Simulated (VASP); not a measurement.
Data:

```
Yb
1.0
    0.00000     2.84479     2.84479
    2.84479     0.00000     2.84479
    2.84479     2.84479     0.00000
Yb
1
Direct
  0.00000   0.00000   0.00000
```

Calculation: RPBE GGA, VASP's PBE PAW potentials (set 64) (plane waves; VASP). Numerical set-up: 520 eV cut-off, 11×11×11 Γ-centred mesh, first-order Methfessel-Paxton smearing of 0.10 eV, potentials Yb_2.

The 4f electrons are frozen in the core of the lanthanide potential, so 4f levels, which can set the real gap, and their magnetism are missing.

**Question.** What does the run give for the energy per atom (σ→0), band gap (on the k-mesh) with the smallest direct gap where there is one?

**Answer.** 
The band gap (on the k-mesh) is none (metal, semimetal or under 0.01 eV) and the energy per atom (σ→0) is -1.220 eV/atom.

The compound is Yb in the fcc structure. This cell is one point of a volume scan, at 1.06 of the reference volume.
